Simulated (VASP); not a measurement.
**LaCoPO: how cutoff and mesh change the moments**

How far do the magnetic moments of LaCoPO depend on cutoff and mesh? The starting structure is a computed structure from the Materials Project. The reference starts from ferromagnetic moments.

Program: VASP 6.6.1. Level of theory: Kohn-Sham DFT with plane waves and PAW; PBEsol. Results are calculated unless marked as measured.

**1. Starting point**

It takes space group P4/nmm (No. 129, tetragonal). Conventional cell: a = 3.991 Å, b = 3.991 Å, c = 8.265 Å, α = 90.00°, β = 90.00°, γ = 90.00°. La has 4 O at 2.36 Å nearest. Nearest to Co lie 4 P at 2.22 Å. P has 4 Co at 2.22 Å nearest. O has 4 La at 2.36 Å nearest. Farther neighbours and most contacts between anions are not listed.

Coordinates:

```cif
data_structure
_symmetry_space_group_name_H-M 'P4/nmm:1'
_symmetry_Int_Tables_number 129
_cell_length_a 3.9913
_cell_length_b 3.9913
_cell_length_c 8.2649
_cell_angle_alpha 90.000
_cell_angle_beta 90.000
_cell_angle_gamma 90.000
_cell_volume 131.66
loop_
_atom_site_label
_atom_site_type_symbol
_atom_site_symmetry_multiplicity
_atom_site_Wyckoff_symbol
_atom_site_fract_x
_atom_site_fract_y
_atom_site_fract_z
_atom_site_occupancy
La1 La 2 c 0.50000 0.00000 0.15313 1
Co1 Co 2 b 0.00000 0.00000 0.50000 1
P1 P 2 c 0.00000 0.50000 0.38163 1
O1 O 2 a 0.50000 0.50000 0.00000 1
```

**2. Reference run**

The input, INCAR:

```
SYSTEM = LaCoPO
PREC = Accurate
ENCUT = 480
EDIFF = 1E-07
NELM = 200
ISMEAR = 0
SIGMA = 0.05
LREAL = .FALSE.
ALGO = Normal
GGA = PS
NBANDS = 46
ISPIN = 2
MAGMOM = 0 0 2.4 2.4 0 0 0 0
LASPH = .TRUE.
LMAXMIX = 6
AMIX = 0.2
BMIX = 1E-04
AMIX_MAG = 0.8
BMIX_MAG = 1E-04
LORBIT = 11
LWAVE = .FALSE.
LCHARG = .FALSE.
KPAR = 8
```

The input, POSCAR:

```
LaCoPO
1.0
    3.9912560000      0.0000000000      0.0000000000
    0.0000000000      3.9912560000      0.0000000000
    0.0000000000      0.0000000000      8.2649260000
La Co P O
2 2 2 2
Direct
    0.5000000000      0.0000000000      0.1531320000
    0.0000000000      0.5000000000      0.8468680000
    0.0000000000      0.0000000000      0.5000000000
    0.5000000000      0.5000000000      0.5000000000
    0.0000000000      0.5000000000      0.3816310000
    0.5000000000      0.0000000000      0.6183690000
    0.5000000000      0.5000000000      0.0000000000
    0.0000000000      0.0000000000      0.0000000000
```

The input, KPOINTS:

```
Automatic mesh
0
Gamma
8 8 4
0 0 0
```

PAW data sets: La, Co, P and O (PBE family, release 64).

Launch:

```console
$ mpirun -np 8 vasp_std
```

What it wrote:

```text
[banner, memory and clock lines left out]
running    8 mpi-ranks, on    1 nodes
 distrk:  each k-point on    1 cores,    8 groups
 distr:  one band on    1 cores,    1 groups

 POSCAR found type information on POSCAR LaCoP O
 POSCAR found :  4 types and       8 ions
|                                                                             |
|           W    W    AA    RRRRR   N    N  II  N    N   GGGG   !!!           |
|           W    W   A  A   R    R  NN   N  II  NN   N  G    G  !!!           |
|           W    W  A    A  R    R  N N  N  II  N N  N  G       !!!           |
|           W WW W  AAAAAA  RRRRR   N  N N  II  N  N N  G  GGG   !            |
|           WW  WW  A    A  R   R   N   NN  II  N   NN  G    G                |
|           W    W  A    A  R    R  N    N  II  N    N   GGGG   !!!           |
|                                                                             |
|     For optimal performance we recommend to set                             |
|       NCORE = 2 up to number-of-cores-per-socket                            |
|     NCORE specifies how many cores store one orbital (NPAR=cpu/NCORE).      |
|     This setting can greatly improve the performance of VASP for DFT.       |
|     The default, NCORE=1 might be grossly inefficient on modern             |
|     multi-core architectures or massively parallel machines. Do your        |
|     Unfortunately you need to use the default for GW and RPA                |
|     calculations (for HF NCORE is supported but not extensively tested      |
|     yet).                                                                   |
|                                                                             |

|                                                                             |
|               ----> ADVICE to this user running VASP <----                  |
|                                                                             |
|     You enforced a specific xc type in the INCAR file but a different       |
|     [... a line on the potential file left out ...]
|     I HOPE YOU KNOW WHAT YOU ARE DOING!                                     |
|                                                                             |

 LDA part: xc-table for (Slater+PW92), standard interpolation
 POSCAR, INCAR and KPOINTS ok, starting setup
 FFT: planning ... GRIDC
 FFT: planning ... GRID_SOFT
 FFT: planning ... GRID
 WAVECAR not read
 entering main loop
       N       E                     dE             d eps       ncg     rms          rms(c)
DAV:   1     0.624656192425E+03    0.62466E+03   -0.21699E+04  8428   0.182E+03
DAV:   2     0.101630812032E+03   -0.52303E+03   -0.46602E+03  9070   0.355E+02
DAV:   3    -0.515445384015E+02   -0.15318E+03   -0.14235E+03 11270   0.186E+02
DAV:   4    -0.728523819743E+02   -0.21308E+02   -0.20250E+02 14662   0.759E+01
DAV:   5    -0.745176273768E+02   -0.16652E+01   -0.16263E+01 14798   0.218E+01    0.316E+01
DAV:   6    -0.839121640055E+02   -0.93945E+01   -0.29450E+02 14520   0.113E+02    0.501E+01
DAV:   7    -0.652196163084E+02    0.18693E+02   -0.82667E+01 14118   0.832E+01    0.152E+01
DAV:   8    -0.646287183559E+02    0.59090E+00   -0.22776E+01 15032   0.273E+01    0.832E+00
DAV:   9    -0.644309706686E+02    0.19775E+00   -0.61670E+00 15058   0.124E+01    0.554E+00
DAV:  10    -0.643257495831E+02    0.10522E+00   -0.65998E-01 15452   0.584E+00    0.365E+00
DAV:  11    -0.642757484466E+02    0.50001E-01   -0.39844E-01 15136   0.426E+00    0.141E+00
DAV:  12    -0.642659520674E+02    0.97964E-02   -0.92950E-02 15200   0.191E+00    0.514E-01
DAV:  13    -0.642668768233E+02   -0.92476E-03   -0.11797E-02 14840   0.720E-01    0.244E-01
DAV:  14    -0.642668784396E+02   -0.16163E-05   -0.38753E-03 15976   0.368E-01    0.157E-01
DAV:  15    -0.642668882744E+02   -0.98348E-05   -0.88107E-04 15968   0.177E-01    0.952E-02
DAV:  16    -0.642669799355E+02   -0.91661E-04   -0.32243E-04 15616   0.973E-02    0.491E-02
DAV:  17    -0.642670142170E+02   -0.34282E-04   -0.19746E-04 16296   0.713E-02    0.296E-02
DAV:  18    -0.642670316495E+02   -0.17432E-04   -0.77462E-05 16320   0.443E-02    0.197E-02
DAV:  19    -0.642670415822E+02   -0.99327E-05   -0.35576E-05 16296   0.328E-02    0.119E-02
DAV:  20    -0.642670475191E+02   -0.59369E-05   -0.39921E-05 14384   0.254E-02    0.687E-03
DAV:  21    -0.642670478700E+02   -0.35091E-06   -0.64378E-06 16512   0.154E-02    0.426E-03
DAV:  22    -0.642670482407E+02   -0.37068E-06   -0.36676E-06 15712   0.868E-03    0.277E-03
DAV:  23    -0.642670481988E+02    0.41919E-07   -0.12359E-06 14296   0.469E-03    0.150E-03
DAV:  24    -0.642670482097E+02   -0.10902E-07   -0.11546E-07  8104   0.228E-03
   1 F= -.64267048E+02 E0= -.64265242E+02  d E =-.361335E-02  mag=     1.2782
```

Run time: 70 s. Hardware: 8 MPI ranks of AMD EPYC 9R45, shared host; peak memory 4.2 GiB; 8.6 min of CPU time.

Lines that name or quote the potential files are left out of all logs, and their timing lines are given in words.

From OUTCAR (step 2):

```text
ion  position               nearest neighbor table
   1  0.500  0.000  0.153-   7 2.36   8 2.36   7 2.36   8 2.36
   2  0.000  0.500  0.847-   7 2.36   8 2.36   8 2.36   7 2.36
   3  0.000  0.000  0.500-   5 2.22   6 2.22   5 2.22   6 2.22   4 2.82   4 2.82   4 2.82   4 2.82

  LATTYP: Found a simple tetragonal cell.
 ALAT       =     3.9912560000
 C/A-ratio  =     2.0707581774

 Subroutine GETGRP returns: Found 16 space group operations
 (whereof  8 operations were pure point group operations)

The static configuration has the point symmetry D_2d.
 The point group associated with its full space group is D_4h.

 Found     45 irreducible k-points:

   k-points           NKPTS =     45   k-points in BZ     NKDIM =     45   number of bands    NBANDS=     46

   dimension x,y,z NGX =    30 NGY =   30 NGZ =   60
   dimension x,y,z NGXF=    60 NGYF=   60 NGZF=  120

   ENCUT  =  480.0 eV  35.28 Ry    5.94 a.u.   7.13  7.13 14.76*2*pi/ulx,y,z

   NELECT =      62.0000    total number of electrons

 k-points in reciprocal lattice and weights: Automatic mesh
   0.00000000  0.00000000  0.00000000       0.004
   0.12500000  0.00000000  0.00000000       0.016
   0.25000000  0.00000000  0.00000000       0.016
   0.37500000  0.00000000  0.00000000       0.016
   0.50000000  0.00000000  0.00000000       0.008
   0.12500000  0.12500000  0.00000000       0.016
   0.25000000  0.12500000  0.00000000       0.031
   0.37500000  0.12500000  0.00000000       0.031
   0.50000000  0.12500000  0.00000000       0.016
[...]
0.50000000  0.37500000  0.50000000       0.016
   0.50000000  0.50000000  0.50000000       0.004

 average (electrostatic) potential at core
       1 -94.6409       2 -94.6409       3 -80.0283       4 -80.0283       5 -80.3231
       6 -80.3231       7 -66.7504       8 -66.7504

 E-fermi :   8.3541

 spin component 1
 k-point     1 :       0.0000    0.0000    0.0000
  band No.  band energies     occupation
    ...
     27       6.6588      1.00000
     28       7.1227      1.00000
     29       7.3345      1.00000
     30       7.3345      1.00000
     31       7.6570      1.00000
     32       9.9305      0.00000
     33       9.9949      0.00000
     34      10.4685      0.00000
     35      10.4685      0.00000
     36      10.4976      0.00000
    ...

 k-point     2 :       0.1250    0.0000    0.0000
  band No.  band energies     occupation
    ...
     27       6.6128      1.00000
     28       6.9188      1.00000
     29       7.1097      1.00000
     30       7.5969      1.00000
     31       7.6723      1.00000
     32       9.7328      0.00000
     33       9.9762      0.00000
     34      10.1896      0.00000
     35      10.3154      0.00000
     36      10.8550      0.00000
    ...

 k-point     3 :       0.2500    0.0000    0.0000
  band No.  band energies     occupation
    ...
     27       6.5309      1.00000
     28       6.6290      1.00000
     29       6.8833      1.00000
     30       7.6434      1.00000
     31       8.0151      1.00000
     32       9.0988      0.00000
     33       9.7693      0.00000
     34       9.9333      0.00000
     35      10.4627      0.00000
     36      10.9335      0.00000
    ...

 k-point     4 :       0.3750    0.0000    0.0000
  band No.  band energies     occupation
    ...
     26       6.1859      1.00000
     27       6.2903      1.00000
     28       6.3412      1.00000
     29       6.8839      1.00000
     30       7.3948      1.00000
     31       8.4803      0.00018
     32       8.9719      0.00000
     33       9.4551      0.00000
     34       9.4566      0.00000
     35      10.6639      0.00000
    ...

 k-point     5 :       0.5000    0.0000    0.0000
  band No.  band energies     occupation
    ...
     26       5.9191      1.00000
     27       6.1903      1.00000
     28       6.1903      1.00000
     29       7.0733      1.00000
     30       7.0733      1.00000
     31       8.9622      0.00000
     32       8.9622      0.00000
     33       9.1857      0.00000
     34       9.1857      0.00000
     35      10.7787      0.00000
    ...

 k-point     6 :       0.1250    0.1250    0.0000
  band No.  band energies     occupation
    ...
     27       6.6016      1.00000
     28       6.8306      1.00000
     29       7.0482      1.00000
     30       7.5222      1.00000
     31       7.6719      1.00000
     32       9.5621      0.00000
     33       9.7369      0.00000
     34       9.8743      0.00000
     35      10.4859      0.00000
     36      11.0465      0.00000
    ...

  Total       -4.4549893     -4.4549893     -1.9532391      0.0000000      0.0000000      0.0000000
  in kB      -54.2124591    -54.2124591    -23.7688331      0.0000000      0.0000000      0.0000000
  external PRESSURE =     -44.0645838 kB  Pullay stress =       0.0000000 kB

  energy-cutoff  :      480.00
  volume of cell :      131.66
      direct lattice vectors                 reciprocal lattice vectors
     3.991256000  0.000000000  0.000000000     0.250547697  0.000000000  0.000000000
     0.000000000  3.991256000  0.000000000     0.000000000  0.250547697  0.000000000
     0.000000000  0.000000000  8.264926000     0.000000000  0.000000000  0.120993219

 POSITION                                       TOTAL-FORCE (eV/Angst)
 -----------------------------------------------------------------------------------
      1.99563      0.00000      1.26562         0.000000     -0.000000     -0.364050
      0.00000      1.99563      6.99930        -0.000000     -0.000000      0.364050
      0.00000      0.00000      4.13246         0.000000     -0.000000      0.000000
      1.99563      1.99563      4.13246        -0.000000      0.000000      0.000000
      0.00000      1.99563      3.15415         0.000000     -0.000000     -0.460290
      1.99563      0.00000      5.11077        -0.000000     -0.000000      0.460290
      1.99563      1.99563      0.00000         0.000000     -0.000000      0.000000
      0.00000      0.00000      0.00000         0.000000      0.000000      0.000000
 -----------------------------------------------------------------------------------
    total drift:                                0.000000      0.000000      0.000000

  FREE ENERGIE OF THE ION-ELECTRON SYSTEM (eV)
  ---------------------------------------------------
  free  energy   TOTEN  =       -64.2670482097 eV

  energy  without entropy=      -64.2634348549  energy(sigma->0) =      -64.26524153

 total charge
# of ion       s       p       d       f       tot
--------------------------------------------------
    1        2.035   5.661   0.680   0.239   8.616
    2        2.035   5.661   0.680   0.239   8.616
    3        0.452   0.528   7.483   0.000   8.463
    4        0.452   0.528   7.483   0.000   8.463
    5        1.027   1.449   0.000   0.000   2.476
    6        1.027   1.449   0.000   0.000   2.476
    7        1.571   3.449   0.000   0.000   5.019
    8        1.571   3.449   0.000   0.000   5.019
--------------------------------------------------
tot         10.171  22.173  16.326   0.478  49.149

 magnetization (x)
# of ion       s       p       d       f       tot
--------------------------------------------------
    1       -0.000   0.001   0.002   0.000   0.003
    2       -0.000   0.001   0.002   0.000   0.003
    3        0.012   0.009   0.600   0.000   0.621
    4        0.012   0.009   0.600   0.000   0.621
    5        0.001   0.008   0.000   0.000   0.009
    6        0.001   0.008   0.000   0.000   0.009
    7       -0.000   0.001   0.000   0.000   0.001
    8       -0.000   0.001   0.000   0.000   0.001
--------------------------------------------------
tot          0.025   0.036   1.204   0.001   1.266

[... 6 further parts left out ...]
```

The PAW data sets were made with PBE, which is usual practice but a small mismatch for other functionals. At this level the cell is under a tension of 4.4 GPa, so at these settings it is away from equilibrium.

Reference: the moments inside the Co spheres have a mean size of 0.62 μB, and the cell carries 1.28 μB, with no gap.

**3. Run with a 4×4×2 mesh**

Against step 2 the input has a 4×4×2 mesh (also changed: KPAR and NCORE).

Changes to INCAR since step 2:

```diff
@@ -22,2 +22,3 @@
 LCHARG = .FALSE.
-KPAR = 8
+KPAR = 4
+NCORE = 2
```

POSCAR is that of step 2.

The input, KPOINTS:

```
Automatic mesh
0
Gamma
4 4 2
0 0 0
```

Launch:

```console
$ mpirun -np 8 vasp_std
```

What it wrote:

```text
[banner, memory and clock lines left out]
running    8 mpi-ranks, on    1 nodes
[...]
[... a notice as in an earlier step ...]

 LDA part: xc-table for (Slater+PW92), standard interpolation
 POSCAR, INCAR and KPOINTS ok, starting setup
[...]
entering main loop
       N       E                     dE             d eps       ncg     rms          rms(c)
DAV:   1     0.622327498040E+03    0.62233E+03   -0.21545E+04  2248   0.181E+03
DAV:   2     0.100615940256E+03   -0.52171E+03   -0.46437E+03  2390   0.353E+02
DAV:   3    -0.514327770399E+02   -0.15205E+03   -0.14102E+03  2990   0.185E+02
DAV:   4    -0.728207098277E+02   -0.21388E+02   -0.20314E+02  3918   0.753E+01
[...]
DAV:  21    -0.642300866711E+02   -0.76217E-06   -0.54020E-06  4416   0.986E-03    0.327E-03
DAV:  22    -0.642300867285E+02   -0.57335E-07   -0.25529E-06  4224   0.707E-03    0.150E-03
DAV:  23    -0.642300867294E+02   -0.90404E-09   -0.18808E-07  2712   0.290E-03
   1 F= -.64230087E+02 E0= -.64228105E+02  d E =-.396420E-02  mag=     1.1501
```

It took 18 s on 8 MPI ranks; peak memory 1.7 GiB.

OUTCAR, selected parts (step 3):

```text
  Total       -4.3578276     -4.3578276     -2.2028435      0.0000000      0.0000000      0.0000000
  in kB      -53.0301058    -53.0301058    -26.8062513      0.0000000      0.0000000      0.0000000
  external PRESSURE =     -44.2888210 kB  Pullay stress =       0.0000000 kB

 POSITION                                       TOTAL-FORCE (eV/Angst)
 -----------------------------------------------------------------------------------
      1.99563      0.00000      1.26562         0.000000     -0.000000     -0.346331
      0.00000      1.99563      6.99930         0.000000      0.000000      0.346331
      0.00000      0.00000      4.13246         0.000000     -0.000000      0.000000
      1.99563      1.99563      4.13246        -0.000000      0.000000      0.000000
      0.00000      1.99563      3.15415        -0.000000     -0.000000     -0.424871
      1.99563      0.00000      5.11077         0.000000     -0.000000      0.424871
      1.99563      1.99563      0.00000         0.000000      0.000000      0.000000
      0.00000      0.00000      0.00000         0.000000     -0.000000      0.000000
 -----------------------------------------------------------------------------------
    total drift:                                0.000000      0.000000      0.000000

  FREE ENERGIE OF THE ION-ELECTRON SYSTEM (eV)
  ---------------------------------------------------
  free  energy   TOTEN  =       -64.2300867294 eV

  energy  without entropy=      -64.2261225269  energy(sigma->0) =      -64.22810463

 magnetization (x)
# of ion       s       p       d       f       tot
--------------------------------------------------
    1       -0.000   0.000   0.001  -0.001  -0.000
    2       -0.000   0.000   0.001  -0.001  -0.000
    3        0.011   0.007   0.556   0.000   0.574
    4        0.011   0.007   0.556   0.000   0.574
    5        0.001   0.006   0.000   0.000   0.007
    6        0.001   0.006   0.000   0.000   0.007
    7       -0.000   0.000   0.000   0.000   0.000
    8       -0.000   0.000   0.000   0.000   0.000
--------------------------------------------------
tot          0.022   0.027   1.113  -0.002   1.161

[... 1 part as in an earlier step ...]

[... 2 further parts left out ...]
[key lines of the parts left out:]
E-fermi :   8.3533
```

A 4×4×2 mesh: the moments inside the Co spheres have a mean size of 0.57 μB, and the cell carries 1.15 μB, with no gap.

(Continued in part 2 of 2.)

[Lines on the potential files, build, host, timing and source positions are cut from VASP's logs without a mark.]

[Logs are printed without paths, hosts, clocks, repeated set-up lines and the standing remarks that a program may print on its own settings, such as how far it seeks lower states.]

[Hosts, paths, dates, database ids (printed as entryN), source tags and the programs' standing remarks are cut or masked in the printed files.]
